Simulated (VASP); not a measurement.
Output of a VASP run:

File OSZICAR:
```
       N       E                     dE             d eps       ncg     rms          rms(c)
DAV:   1     0.628127675157E+02    0.62813E+02   -0.52494E+03   630   0.102E+03
DAV:   2    -0.845196921070E+00   -0.63658E+02   -0.63362E+02   659   0.232E+02
DAV:   3    -0.211137788871E+01   -0.12662E+01   -0.12571E+01   956   0.351E+01
DAV:   4    -0.214927043709E+01   -0.37893E-01   -0.37872E-01   876   0.503E+00
DAV:   5    -0.214997447343E+01   -0.70404E-03   -0.70370E-03  1001   0.495E-01    0.207E+00
DAV:   6    -0.212458315014E+01    0.25391E-01   -0.18221E-02   737   0.159E+00    0.124E+00
DAV:   7    -0.211469776352E+01    0.98854E-02   -0.21737E-02   830   0.184E+00    0.105E-01
DAV:   8    -0.211429866422E+01    0.39910E-03   -0.20361E-03   736   0.475E-01    0.224E-02
DAV:   9    -0.211429842425E+01    0.23997E-06   -0.70742E-05   958   0.791E-02    0.733E-03
DAV:  10    -0.211429843284E+01   -0.85864E-08   -0.28420E-06   750   0.186E-02
   1 F= -.15611037E+00 E0= -.15590446E+00  d E =-.156110E+00
       N       E                     dE             d eps       ncg     rms          rms(c)
DAV:   1    -0.376417973487E+01   -0.16499E+01   -0.50015E+01   751   0.816E+01    0.865E+00
DAV:   2    -0.211171672859E+01    0.16525E+01   -0.39624E+00   631   0.252E+01    0.363E+00
DAV:   3    -0.184896154783E+01    0.26276E+00   -0.19658E+00   919   0.131E+01    0.792E-01
DAV:   4    -0.187126281853E+01   -0.22301E-01   -0.56875E-02   684   0.292E+00    0.420E-01
DAV:   5    -0.190434754138E+01   -0.33085E-01   -0.84185E-02   895   0.113E+00    0.338E-01
DAV:   6    -0.190547500915E+01   -0.11275E-02   -0.22774E-03  1043   0.349E-01    0.156E-01
DAV:   7    -0.190489543528E+01    0.57957E-03   -0.73970E-04  1017   0.249E-01    0.430E-02
DAV:   8    -0.190500762809E+01   -0.11219E-03   -0.20404E-04   997   0.110E-01    0.275E-03
DAV:   9    -0.190500796366E+01   -0.33557E-06   -0.16042E-06   605   0.100E-02
   2 F= -.21147352E+00 E0= -.21127920E+00  d E =-.553631E-01
       N       E                     dE             d eps       ncg     rms          rms(c)
DAV:   1    -0.201031401121E+01   -0.10531E+00   -0.16533E+00   752   0.157E+01    0.154E+00
DAV:   2    -0.195987448889E+01    0.50440E-01   -0.15199E-01   744   0.467E+00    0.670E-01
DAV:   3    -0.195081224080E+01    0.90622E-02   -0.69535E-02   910   0.236E+00    0.216E-01
DAV:   4    -0.195149141253E+01   -0.67917E-03   -0.18085E-03   656   0.543E-01    0.125E-01
DAV:   5    -0.195291225861E+01   -0.14208E-02   -0.37994E-03   931   0.318E-01    0.330E-02
DAV:   6    -0.195288102706E+01    0.31232E-04   -0.19973E-05   686   0.522E-02    0.697E-03
DAV:   7    -0.195288234525E+01   -0.13182E-05   -0.40500E-05   733   0.184E-02    0.520E-03
DAV:   8    -0.195288321969E+01   -0.87443E-06   -0.18245E-06   762   0.111E-02
   3 F= -.21446273E+00 E0= -.21439047E+00  d E =-.583524E-01
```

File OUTCAR:
```
------------------------ aborting loop because EDIFF is reached ----------------------------------------
  FORCE on cell =-STRESS in cart. coord.  units (eV):
  Direction    XX          YY          ZZ          XY          YZ          ZX
  --------------------------------------------------------------------------------------
  Total        1.7426793      1.7426793      1.7426793     -0.0000000      0.0000000      0.0000000
  in kB      100.2449807    100.2449807    100.2449807     -0.0000000      0.0000000      0.0000000
  external PRESSURE =       0.2449807 kB  Pullay stress =     100.0000000 kB
  volume of cell :       27.85
      direct lattice vectors                 reciprocal lattice vectors
    -0.000000000  2.405904991  2.405904991    -0.207822005  0.207822005  0.207822005
     2.405904991 -0.000000000  2.405904991     0.207822005 -0.207822005  0.207822005
     2.405904991  2.405904991 -0.000000000     0.207822005  0.207822005 -0.207822005
 POSITION                                       TOTAL-FORCE (eV/Angst)
 -----------------------------------------------------------------------------------
      0.00000     -0.00000      0.00000        -0.000000     -0.000000     -0.000000
 -----------------------------------------------------------------------------------
    total drift:                               -0.000000      0.000000     -0.000000
  FREE ENERGIE OF THE ION-ELECTRON SYSTEM (eV)
  ---------------------------------------------------
  free  energy   TOTEN  =        -1.9528832197 eV

  energy  without entropy=       -1.9527387088  energy(sigma->0) =       -1.95281096
  enthalpy is  TOTEN    =        -0.2144627283 eV   P V=        1.7384204914

 reached required accuracy - stopping structural energy minimisation
```
(Selected blocks of OUTCAR.)

POSCAR:
```
Ca
1
    0.0000000000     2.5032928668     2.5032928668
    2.5032928668     0.0000000000     2.5032928668
    2.5032928668     2.5032928668     0.0000000000
Ca
1
Direct
  0.0000000000   0.0000000000   0.0000000000
```

**Question.** Reconstruct the remaining input files.

**Answer.** One answer among several that fit: the input of the run itself, LDA (Ceperley-Alder, Perdew-Zunger), plane waves, VASP's LDA PAW potentials (set 64).

**INCAR**
```
ALGO=Normal
EDIFF=1E-6
EDIFFG=-0.02
ENCUT=500
IBRION=2
ISIF=3
ISMEAR=0
LASPH=.True.
LCHARG=.False.
LREAL=.False.
LWAVE=.False.
NELM=100
NSW=40
PREC=Accurate
PSTRESS=100
SIGMA=0.05
SYSTEM=Ca
```

### KPOINTS
```
Automatic mesh
0
Gamma
9 9 9
0 0 0
```

POTCAR, in this order: Ca_sv (LDA.64 set). Program: vasp_std.

Energy and stress use the plane-wave basis of the starting cell.

The compound is Ca in the fcc structure. This run relaxes it under an external pressure of 10 GPa. Symmetry was kept, so distortions that lower it aren't found.
